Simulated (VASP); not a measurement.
A convergence study with VASP on VN (rock salt): one setting is varied, all else stays as given below, so the limit is that of these other settings. Each run relaxes cell and ions; the cell shown is the tightest run's result. The basis is that of the starting cell, so low cut-offs carry a Pulay error.

```xyz
2
Lattice="0.0000 2.0600 2.0600 2.0600 0.0000 2.0600 2.0600 2.0600 0.0000" Properties=species:S:1:pos:R:3 pbc="T T T"
V      0.0000     0.0000     0.0000
N      2.0600     2.0600     2.0600
```

All values below come from PBE GGA, VASP's PBE PAW potentials (set 64) (plane waves; VASP). The tightest run used: 800 eV cut-off, 13×13×13 Γ-centred mesh, first-order Methfessel-Paxton smearing of 0.10 eV, potentials V_sv N.

The reference is ENCUT = 800, which took about 3 core-minutes. The timings are rough (shared machines, no repeats); factors under 2 mean little.

Task: Of the settings ENCUT = 250; ENCUT = 300; ENCUT = 350; ENCUT = 400; ENCUT = 450; ENCUT = 500; ENCUT = 550; ENCUT = 600; ENCUT = 650; ENCUT = 700; ENCUT = 750; ENCUT = 800, which is the lowest that keeps the difference from the reference in relaxed volume (Å³/atom) within 0.1 from there on, and what does it cost?

Result: ENCUT = 450; its cost over the reference is about 1/3.
```
setting      difference in relaxed volume (Å³/atom)  cost over the reference
-----------  --------------------------------------  -----------------------
ENCUT = 250                                   0.937                about 1/4
ENCUT = 300                                   0.504                about 1/3
ENCUT = 350                                   0.268                about 1/3
ENCUT = 400                                   0.131                about 1/3
ENCUT = 450                                   0.041                about 1/3
ENCUT = 500                                   0.006                about 1/2
ENCUT = 550                                   0.002                about 1/3
ENCUT = 600                                   0.007     within a factor of 2
ENCUT = 650                                   0.010                about 1/3
ENCUT = 700                                   0.008     within a factor of 2
ENCUT = 750                                   0.003     within a factor of 2
ENCUT = 800                                   0.000                reference
```

Left out are rungs that failed or repeat a setting and relaxations that didn't move; long series are thinned to 24 rows.

The compound is VN in the rock salt structure, which distorts at low temperature. The run is not spin-polarised, so no magnetic state was tried. VASP warned that the highest band is occupied, so more bands are needed.
